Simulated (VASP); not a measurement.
# W: core levels with PBEsol

Crystal: W.

```xyz
16
Lattice="6.3294 0.0000 0.0000 0.0000 6.3294 0.0000 0.0000 0.0000 6.3294" Properties=species:S:1:pos:R:3 pbc="T T T"
W     0.0000    0.0000    0.0000
W     3.1647    0.0000    0.0000
W     0.0000    3.1647    0.0000
W     0.0000    0.0000    3.1647
W     1.5823    1.5823    1.5823
W     3.1647    3.1647    0.0000
W     3.1647    0.0000    3.1647
W     4.7470    1.5823    1.5823
W     0.0000    3.1647    3.1647
W     1.5823    4.7470    1.5823
W     1.5823    1.5823    4.7470
W     3.1647    3.1647    3.1647
W     4.7470    4.7470    1.5823
W     4.7470    1.5823    4.7470
W     1.5823    4.7470    4.7470
W     4.7470    4.7470    4.7470
```

| Property | Result |
| --- | --- |
| Program | VASP 6.6.1 |
| Task | core levels |
| Functional | PBEsol |
| Potentials or basis | VASP PAW PBE potentials, release 64 (W_sv) |
| Cutoff | 300 eV |
| k mesh | 5 × 5 × 5 |
| Occupations | methfessel-paxton, width 0.1 eV |
| Spin | no spin polarisation |
| Further INCAR settings | ALGO = Fast; EDIFF = 1e-06 |

- Pressure: -3.1 GPa
- Band gap on the k mesh: none (metal or under the smearing width)

Levels at points of the mesh, in eV from the Fermi level:
```csv
k point,band 108,band 109,band 110,band 111,band 112,band 113,band 114,band 115,band 116,band 117
"(0.00, 0.00, 0.00)",-0.54,-0.54,-0.54,-0.54,-0.54,0.69,0.69,0.69,0.69,0.69
```

Core levels (eV, on the scale of the bands):
```tsv
atom	levels
1 W	1s -69451.7, 2s -11972.3, 2p -10465.9, 3s -2744.9, 3p -2299.0, 3d -1787.0, 4s -553.3, 4p -407.1, 4d -222.0, 4f -16.9
2 W	1s -69451.7, 2s -11972.3, 2p -10465.9, 3s -2744.9, 3p -2299.0, 3d -1787.0, 4s -553.3, 4p -407.1, 4d -222.0, 4f -16.9
3 W	1s -69451.7, 2s -11972.3, 2p -10465.9, 3s -2744.9, 3p -2299.0, 3d -1787.0, 4s -553.3, 4p -407.1, 4d -222.0, 4f -16.9
4 W	1s -69451.7, 2s -11972.3, 2p -10465.9, 3s -2744.9, 3p -2299.0, 3d -1787.0, 4s -553.3, 4p -407.1, 4d -222.0, 4f -16.9
5 W	1s -69451.7, 2s -11972.3, 2p -10465.9, 3s -2744.9, 3p -2299.0, 3d -1787.0, 4s -553.3, 4p -407.1, 4d -222.0, 4f -16.9
6 W	1s -69451.7, 2s -11972.3, 2p -10465.9, 3s -2744.9, 3p -2299.0, 3d -1787.0, 4s -553.3, 4p -407.1, 4d -222.0, 4f -16.9
```

Run time: 74 s on 4 MPI ranks on AMD EPYC 7R13 Processor (Zen 3), with other jobs on the host, peak memory 0.24 GiB a rank.

Caveat: the PAW data sets were made with another functional, which shifts forces and pressure a little. Spin-orbit coupling is left out, which matters for the levels of W.
